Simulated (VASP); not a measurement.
Here is a VASP 6.6.1 calculation.

INCAR

```
SYSTEM = MoS2
ALGO = Fast
DIPOL = 0.5 0.5 0.500
EDIFF = 1E-6
ENCUT = 520
GGA = PE
IDIPOL = 3
ISIF = 2
ISMEAR = 0
IVDW = 12
LASPH = .TRUE.
LCHARG = .TRUE.
LDIPOL = .TRUE.
LELF = .TRUE.
LREAL = .FALSE.
LVACPOTAV = .TRUE.
LVHAR = .TRUE.
LWAVE = .FALSE.
NBANDS = 49
NELM = 100
PREC = Accurate
SIGMA = 0.02
```

Contents of KPOINTS:

```
k-points
0
G
  12 12 1
  0 0 0
```

POSCAR

```
MoS2
1.0
    3.1491697142      0.0000000000      0.0000000000
   -1.5745848571      2.7272609733      0.0000000000
    0.0000000000      0.0000000000     56.4427220620
S Mo
6 3
Direct
    0.3333333333      0.6666666667      0.3651609944
    0.3333333333      0.6666666667      0.4206421830
    0.6666666667      0.3333333333      0.4722594057
    0.6666666667      0.3333333333      0.5277405943
    0.3333333333      0.6666666667      0.5793578170
    0.3333333333      0.6666666667      0.6348390056
    0.6666666667      0.3333333333      0.3929015887
    0.3333333333      0.6666666667      0.5000000000
    0.6666666667      0.3333333333      0.6070984113
```

Potentials or basis: VASP PAW PBE potentials, release 64 (S, Mo_sv).

The run is started by

```console
$ cat potpaw_PBE.64/S/POTCAR potpaw_PBE.64/Mo_sv/POTCAR > POTCAR
$ mpirun -np 1 vasp_std > vasp.out
```

**Question.** Predict the largest force.

**Answer.** 0.035 eV/Å.

**Question.** What does it give for the band gap on the k mesh?

**Answer.** 1.02 eV, indirect (least direct gap 1.73 eV).

**Question.** What does it give for the dispersion energy per atom?

**Answer.** -0.397 eV.

**Question.** Estimate the ionisation potential of the upper face.

**Answer.** 5.28 eV.

Forces in eV/Å, atoms in the order of the input:
```
S    0.000  0.000 -0.035
S    0.000  0.000  0.006
S    0.000  0.000  0.012
S    0.000  0.000 -0.012
S    0.000  0.000 -0.006
S    0.000  0.000  0.035
Mo   0.000  0.000  0.023
Mo   0.000  0.000  0.000
Mo   0.000  0.000 -0.023
```

As with any semilocal functional, this PBE gap is likely too small.
